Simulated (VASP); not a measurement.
Computed with r2SCAN meta-GGA, VASP's PBE PAW potentials (set 64) (plane waves; VASP 6.6.1).

A VASP calculation is set up with these files.

**POSCAR**
```
C
1.0
  2.4680300000   0.0000000000   0.0000000000
 -1.2340150000   2.1373770000   0.0000000000
  0.0000000000   0.0000000000  19.9982900000
C
2
Cart
  1.2340162340   0.7124582875   0.0000000000
 -0.0000012340   1.4249187125   0.0000000000
```

**INCAR**
```
ALGO = Normal
EDIFF = 1E-6
EDIFFG = -0.01
ENCUT = 520
IBRION = 2
ISIF = 3
ISMEAR = 0
LASPH = T
LCHARG = F
LMIXTAU = T
LREAL = F
LWAVE = F
METAGGA = R2SCAN
NELM = 100
NSW = 60
PREC = Accurate
SIGMA = 0.05
SYSTEM = C
```

### KPOINTS
```
Automatic
0
gamma
  11 11 2
```

POTCAR, in this order: C (PBE.64 set). Program: vasp_std.

Output of the run:

**OSZICAR**
```
       N       E                     dE             d eps       ncg     rms          rms(c)
DAV:   1     0.396353198826E+02    0.39635E+02   -0.33317E+03   544   0.732E+02
DAV:   2    -0.193141357935E+02   -0.58949E+02   -0.52015E+02   696   0.125E+02
DAV:   3    -0.227693884768E+02   -0.34553E+01   -0.34553E+01   736   0.444E+01
DAV:   4    -0.227895258223E+02   -0.20137E-01   -0.20137E-01   816   0.346E+00
DAV:   5    -0.227895551693E+02   -0.29347E-04   -0.29347E-04   760   0.133E-01    0.575E+00
DAV:   6    -0.212840736617E+02    0.15055E+01   -0.99626E-01   592   0.761E+00    0.422E+00
DAV:   7    -0.197058090630E+02    0.15783E+01   -0.29213E-01   848   0.461E+00    0.108E+00
DAV:   8    -0.206909983900E+02   -0.98519E+00   -0.51752E-01   632   0.564E+00    0.108E+00
DAV:   9    -0.203838428477E+02    0.30716E+00   -0.49664E-02   808   0.227E+00    0.289E-01
DAV:  10    -0.200539537595E+02    0.32989E+00   -0.43013E-02   728   0.257E+00    0.116E-01
DAV:  11    -0.201848933623E+02   -0.13094E+00   -0.21886E-02   592   0.187E+00    0.679E-02
DAV:  12    -0.198635039213E+02    0.32139E+00   -0.54040E-02   720   0.228E+00    0.111E-01
DAV:  13    -0.198470442542E+02    0.16460E-01   -0.25368E-03   720   0.608E-01    0.150E-01
DAV:  14    -0.198259594817E+02    0.21085E-01   -0.22446E-03   536   0.518E-01    0.107E-01
DAV:  15    -0.198364310171E+02   -0.10472E-01   -0.14180E-02   608   0.127E+00    0.726E-02
DAV:  16    -0.198185720287E+02    0.17859E-01   -0.44539E-03   648   0.735E-01    0.367E-02
DAV:  17    -0.198364265769E+02   -0.17855E-01   -0.22493E-03   552   0.454E-01    0.191E-02
DAV:  18    -0.198365907786E+02   -0.16420E-03   -0.24896E-04   576   0.215E-01    0.265E-02
DAV:  19    -0.198394796873E+02   -0.28889E-02   -0.36416E-04   600   0.229E-01    0.116E-02
DAV:  20    -0.198408347488E+02   -0.13551E-02   -0.97698E-05   640   0.133E-01    0.604E-03
DAV:  21    -0.198412734756E+02   -0.43873E-03   -0.65161E-05   544   0.101E-01    0.667E-03
DAV:  22    -0.198416160805E+02   -0.34260E-03   -0.15092E-04   512   0.122E-01    0.260E-03
DAV:  23    -0.198409774618E+02    0.63862E-03   -0.19789E-04   512   0.185E-01    0.593E-03
DAV:  24    -0.198409228817E+02    0.54580E-04   -0.32254E-05   672   0.846E-02    0.509E-03
DAV:  25    -0.198408858268E+02    0.37055E-04   -0.44039E-06   664   0.309E-02    0.444E-03
DAV:  26    -0.198408570807E+02    0.28746E-04   -0.13000E-05   608   0.537E-02    0.125E-03
DAV:  27    -0.198409031500E+02   -0.46069E-04   -0.41909E-05   512   0.103E-01    0.154E-03
DAV:  28    -0.198410536014E+02   -0.15045E-03   -0.13290E-05   512   0.610E-02    0.162E-03
DAV:  29    -0.198411887591E+02   -0.13516E-03   -0.18861E-05   512   0.695E-02    0.139E-03
DAV:  30    -0.198413342319E+02   -0.14547E-03   -0.13379E-05   512   0.604E-02    0.125E-03
DAV:  31    -0.198414015737E+02   -0.67342E-04   -0.91677E-06   528   0.482E-02    0.117E-03
DAV:  32    -0.198414800877E+02   -0.78514E-04   -0.21946E-05   512   0.724E-02    0.102E-03
DAV:  33    -0.198415329166E+02   -0.52829E-04   -0.80338E-06   512   0.441E-02    0.893E-04
DAV:  34    -0.198416317388E+02   -0.98822E-04   -0.42733E-05   512   0.870E-02    0.736E-04
DAV:  35    -0.198416387400E+02   -0.70012E-05   -0.96833E-07   664   0.144E-02    0.720E-04
DAV:  36    -0.198416164329E+02    0.22307E-04   -0.33330E-07   576   0.734E-03    0.814E-04
DAV:  37    -0.198416982444E+02   -0.81811E-04   -0.97793E-06   536   0.376E-02    0.295E-04
DAV:  38    -0.198416971612E+02    0.10832E-05   -0.87510E-08   712   0.365E-03    0.272E-04
DAV:  39    -0.198416977382E+02   -0.57698E-06   -0.26415E-08   552   0.246E-03
   1 F= -.19841698E+02 E0= -.19841698E+02  d E =-.198417E+02
       N       E                     dE             d eps       ncg     rms          rms(c)
DAV:   1    -0.198294975329E+02    0.12200E-01   -0.41358E-01   544   0.698E+00    0.396E-01
DAV:   2    -0.198791765033E+02   -0.49679E-01   -0.23130E-02   640   0.138E+00    0.314E-01
DAV:   3    -0.198403479380E+02    0.38829E-01   -0.13742E-02   536   0.141E+00    0.312E-02
DAV:   4    -0.198265518523E+02    0.13796E-01   -0.35573E-03   688   0.634E-01    0.253E-02
DAV:   5    -0.198293802228E+02   -0.28284E-02   -0.76566E-05   592   0.107E-01    0.264E-02
DAV:   6    -0.198236337866E+02    0.57464E-02   -0.34752E-03   512   0.587E-01    0.255E-02
DAV:   7    -0.198296634164E+02   -0.60296E-02   -0.97115E-04   512   0.382E-01    0.416E-02
DAV:   8    -0.198300091373E+02   -0.34572E-03   -0.12486E-03   512   0.372E-01    0.140E-02
DAV:   9    -0.198279514730E+02    0.20577E-02   -0.30237E-04   536   0.245E-01    0.107E-02
DAV:  10    -0.198288233750E+02   -0.87190E-03   -0.67823E-04   512   0.392E-01    0.112E-02
DAV:  11    -0.198303663688E+02   -0.15430E-02   -0.50078E-04   512   0.222E-01    0.195E-02
DAV:  12    -0.198301909772E+02    0.17539E-03   -0.44569E-05   688   0.677E-02    0.155E-02
DAV:  13    -0.198299670517E+02    0.22393E-03   -0.15537E-05   672   0.429E-02    0.440E-03
DAV:  14    -0.198303447557E+02   -0.37770E-03   -0.12845E-04   568   0.118E-01    0.376E-03
DAV:  15    -0.198303789917E+02   -0.34236E-04   -0.28141E-05   664   0.664E-02    0.190E-03
DAV:  16    -0.198303495716E+02    0.29420E-04   -0.13592E-06   696   0.140E-02    0.108E-03
DAV:  17    -0.198304300365E+02   -0.80465E-04   -0.17774E-05   632   0.376E-02    0.306E-03
DAV:  18    -0.198304243910E+02    0.56456E-05   -0.11621E-06   528   0.115E-02    0.136E-03
DAV:  19    -0.198304251410E+02   -0.74999E-06   -0.14375E-07   544   0.591E-03
   2 F= -.19830425E+02 E0= -.19830425E+02  d E =0.112726E-01
       N       E                     dE             d eps       ncg     rms          rms(c)
DAV:   1    -0.198433845390E+02   -0.12960E-01   -0.20198E-01   544   0.483E+00    0.278E-01
DAV:   2    -0.198242737388E+02    0.19111E-01   -0.71583E-03   560   0.804E-01    0.216E-01
DAV:   3    -0.198396790277E+02   -0.15405E-01   -0.80554E-03   616   0.947E-01    0.249E-02
DAV:   4    -0.198398785884E+02   -0.19956E-03   -0.26242E-03   544   0.562E-01    0.168E-02
DAV:   5    -0.198411155054E+02   -0.12369E-02   -0.16227E-04   568   0.144E-01    0.695E-03
DAV:   6    -0.198429942091E+02   -0.18787E-02   -0.16970E-04   560   0.127E-01    0.793E-03
DAV:   7    -0.198434806739E+02   -0.48646E-03   -0.21293E-05   632   0.476E-02    0.414E-03
DAV:   8    -0.198438609005E+02   -0.38023E-03   -0.16230E-04   600   0.140E-01    0.460E-03
DAV:   9    -0.198440653726E+02   -0.20447E-03   -0.38183E-05   616   0.704E-02    0.558E-03
DAV:  10    -0.198437140001E+02    0.35137E-03   -0.14489E-04   512   0.136E-01    0.429E-03
DAV:  11    -0.198429172759E+02    0.79672E-03   -0.29441E-04   520   0.250E-01    0.264E-03
DAV:  12    -0.198427230941E+02    0.19418E-03   -0.10260E-05   672   0.445E-02    0.139E-03
DAV:  13    -0.198437118169E+02   -0.98872E-03   -0.15425E-04   520   0.187E-01    0.197E-03
DAV:  14    -0.198436230379E+02    0.88779E-04   -0.21413E-06   680   0.181E-02    0.231E-03
DAV:  15    -0.198435860762E+02    0.36962E-04   -0.57145E-06   520   0.405E-02    0.224E-03
DAV:  16    -0.198436027643E+02   -0.16688E-04   -0.25007E-05   512   0.788E-02    0.187E-03
DAV:  17    -0.198440108301E+02   -0.40807E-03   -0.94529E-05   512   0.133E-01    0.965E-04
DAV:  18    -0.198440722333E+02   -0.61403E-04   -0.35352E-05   568   0.579E-02    0.154E-03
DAV:  19    -0.198440676036E+02    0.46297E-05   -0.63894E-07   728   0.830E-03    0.110E-03
DAV:  20    -0.198440924713E+02   -0.24868E-04   -0.12133E-06   632   0.100E-02    0.527E-04
DAV:  21    -0.198440960768E+02   -0.36055E-05   -0.74916E-08   680   0.351E-03    0.392E-04
DAV:  22    -0.198441021784E+02   -0.61015E-05   -0.33147E-07   632   0.695E-03    0.112E-04
DAV:  23    -0.198441053692E+02   -0.31908E-05   -0.11762E-07   656   0.393E-03    0.966E-05
DAV:  24    -0.198441062884E+02   -0.91922E-06   -0.74370E-08   552   0.308E-03
   3 F= -.19844106E+02 E0= -.19844106E+02  d E =-.240855E-02
```

**OUTCAR**
```
------------------------ aborting loop because EDIFF is reached ----------------------------------------
  FORCE on cell =-STRESS in cart. coord.  units (eV):
  Direction    XX          YY          ZZ          XY          YZ          ZX
  --------------------------------------------------------------------------------------
  Total       -0.0049176     -0.0049176     -0.0140946      0.0000000      0.0000000      0.0000000
  in kB       -0.0753104     -0.0753105     -0.2158531      0.0000000      0.0000000      0.0000000
  external PRESSURE =      -0.1221580 kB  Pullay stress =       0.0000000 kB
  volume of cell :      104.62
      direct lattice vectors                 reciprocal lattice vectors
     2.457875436 -0.000000000  0.000000000     0.406855443  0.234898065 -0.000000000
    -1.228937718  2.128582885 -0.000000000     0.000000000  0.469796129 -0.000000000
     0.000000000  0.000000000 19.996502218     0.000000000  0.000000000  0.050008746
 POSITION                                       TOTAL-FORCE (eV/Angst)
 -----------------------------------------------------------------------------------
      1.22894      0.70953     19.99650        -0.000000      0.000000      0.000000
     -0.00000      1.41906     -0.00000         0.000000      0.000000      0.000000
 -----------------------------------------------------------------------------------
    total drift:                                0.000000      0.000000      0.000000
  FREE ENERGIE OF THE ION-ELECTRON SYSTEM (eV)
  ---------------------------------------------------
  free  energy   TOTEN  =       -19.8441062884 eV

  energy  without entropy=      -19.8441062884  energy(sigma->0) =      -19.84410629

 reached required accuracy - stopping structural energy minimisation
```
(Selected blocks of OUTCAR.)

**CONTCAR**
```
C
   1.00000000000000
     2.4578754356671766   -0.0000000000000000    0.0000000000000000
    -1.2289377178335883    2.1285828853402462   -0.0000000000000000
     0.0000000000000000    0.0000000000000000   19.9965022178558485
  C
     2
Direct
     0.6666669999999968    0.3333330000000032    1.0000000000000000
     0.3333330000000032    0.6666669999999968    0.0000000000000000
```

The cell holds a wide vacuum, so values per volume refer to the whole cell.

The cell is a sheet with vacuum, built from a database entry that may be metastable or hypothetical.
